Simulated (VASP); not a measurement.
Calculation: PBEsol GGA, VASP's PBE PAW potentials (set 64) (plane waves; VASP).

The input files of a VASP run:

KPOINTS:
```
Automatic mesh
0
Gamma
4 4 1
0 0 0
```

INCAR:
```
ALGO=Normal
DIPOL=0.5 0.5 0.5
EDIFF=1E-6
ENCUT=400
GGA=PS
IDIPOL=3
ISMEAR=1
LASPH=T
LCHARG=F
LDIPOL=T
LMAXMIX=4
LORBIT=11
LREAL=F
LVHAR=T
LWAVE=F
NELM=100
NELMIN=4
PREC=Normal
SIGMA=0.1
SYSTEM=Rb(111) slab
```

File POSCAR:
```
Rb(111) slab
1
    7.8861212105     0.0000000000     0.0000000000
   -3.9430601118     6.8295814576     0.0000000000
    0.0000000000     0.0000000000    24.4629006641
Rb
6
Direct
  0.3333330000   0.6666670000   0.3506057571
  0.0000000000   0.0000000000   0.4074368123
  0.6666670000   0.3333330000   0.4585407141
  0.3333330000   0.6666670000   0.5414592859
  0.0000000000   0.0000000000   0.5925631877
  0.6666670000   0.3333330000   0.6493942429
```

POTCAR, in this order: Rb_sv (PBE.64 set). Program: vasp_std. Read from the step before: WAVECAR.

Output of the run:

OSZICAR:
```
       N       E                     dE             d eps       ncg     rms          rms(c)
DAV:   1    -0.539127793712E+01   -0.53913E+01   -0.50238E-06   160   0.371E-03    0.640E-04
DAV:   2    -0.539127789768E+01    0.39444E-07   -0.21517E-07   184   0.135E-03    0.312E-04
DAV:   3    -0.539127789485E+01    0.28272E-08   -0.15577E-07   200   0.113E-03    0.154E-04
DAV:   4    -0.539127789747E+01   -0.26198E-08   -0.12717E-08   144   0.496E-04
   1 F= -.53912779E+01 E0= -.53901759E+01  d E =-.330584E-02
```

**OUTCAR**
```
------------------------ aborting loop because EDIFF is reached ----------------------------------------
  FORCE on cell =-STRESS in cart. coord.  units (eV):
  Direction    XX          YY          ZZ          XY          YZ          ZX
  --------------------------------------------------------------------------------------
  Total        0.0705087      0.0705087     -0.0530485      0.0000000     -0.0000000      0.0000000
  in kB        0.0857408      0.0857408     -0.0645087      0.0000000     -0.0000000      0.0000000
  external PRESSURE =       0.0356576 kB  Pullay stress =       0.0000000 kB
  volume of cell :     1317.55
      direct lattice vectors                 reciprocal lattice vectors
     7.886121210  0.000000000  0.000000000     0.126805051  0.073210919  0.000000000
    -3.943060112  6.829581458  0.000000000     0.000000000  0.146421857  0.000000000
     0.000000000  0.000000000 24.462900664     0.000000000  0.000000000  0.040878227
 POSITION                                       TOTAL-FORCE (eV/Angst)
 -----------------------------------------------------------------------------------
     -0.00000      4.55306      8.57683         0.000000      0.000000      0.017034
      0.00000      0.00000      9.96709         0.000000      0.000000     -0.013398
      3.94306      2.27652     11.21724        -0.000000      0.000000     -0.015742
     -0.00000      4.55306     13.24566         0.000000     -0.000000      0.015742
      0.00000      0.00000     14.49581         0.000000      0.000000      0.013398
      3.94306      2.27652     15.88607        -0.000000     -0.000000     -0.017034
 -----------------------------------------------------------------------------------
    total drift:                                0.000000      0.000000      0.000000
  FREE ENERGIE OF THE ION-ELECTRON SYSTEM (eV)
  ---------------------------------------------------
  free  energy   TOTEN  =        -5.3912778975 eV

  energy  without entropy=       -5.3879720536  energy(sigma->0) =       -5.39017595

 total charge

# of ion       s       p       d       tot
------------------------------------------
    1        1.965   5.324   0.004   7.293
    2        1.970   5.320   0.005   7.294
    3        1.961   5.329   0.006   7.296
    4        1.961   5.329   0.006   7.296
    5        1.970   5.320   0.005   7.294
    6        1.965   5.324   0.004   7.293
--------------------------------------------------
tot         11.792  31.944   0.030  43.767
```
(Selected blocks of OUTCAR.)

File OUTCAR:
```
 val. band max:       -1.3297000899   @ k =   0.5000   0.0000   0.0000

 cond. band min:      -1.2764412097   @ k =   0.5000   0.0000   0.0000


 Fermi energy:        -1.2765391584

 k-point     1 :       0.0000    0.0000    0.0000
  band No.  band energies     occupation
      1     -30.4032      2.00000
      2     -30.4032      2.00000
      3     -30.0763      2.00000
      4     -30.0735      2.00000
      5     -29.9587      2.00000
      6     -29.9564      2.00000
      7     -14.5038      2.00000
      8     -14.5029      2.00000
      9     -14.4861      2.00000
     10     -14.4861      2.00000
     11     -14.4860      2.00000
     12     -14.4860      2.00000
     13     -14.2268      2.00000
     14     -14.1727      2.00000
     15     -14.1727      2.00000
     16     -14.1641      2.00000
     17     -14.1641      2.00000
     18     -14.1567      2.00000
     19     -14.0592      2.00000
     20     -14.0591      2.00000
     21     -14.0580      2.00000
     22     -14.0506      2.00000
     23     -14.0280      2.00000
     24     -14.0280      2.00000
     25      -2.9636      2.00000
     26      -2.1774      2.00000
     27      -1.0666     -0.01143
     28      -0.2020     -0.00000
     29      -0.0370     -0.00000
     30      -0.0370     -0.00000
     31       0.0189     -0.00000
     32       0.0189     -0.00000

 k-point     2 :       0.2500    0.0000    0.0000
  band No.  band energies     occupation
      1     -30.4032      2.00000
      2     -30.4032      2.00000
      3     -30.0763      2.00000
      4     -30.0734      2.00000
      5     -29.9584      2.00000
      6     -29.9567      2.00000
      7     -14.5040      2.00000
      8     -14.5033      2.00000
      9     -14.4868      2.00000
     10     -14.4865      2.00000
     11     -14.4859      2.00000
     12     -14.4857      2.00000
     13     -14.2273      2.00000
     14     -14.1748      2.00000
     15     -14.1716      2.00000
     16     -14.1634      2.00000
...
```

The cell is a thin slab with vacuum, built from Rb (bcc): (111) face.
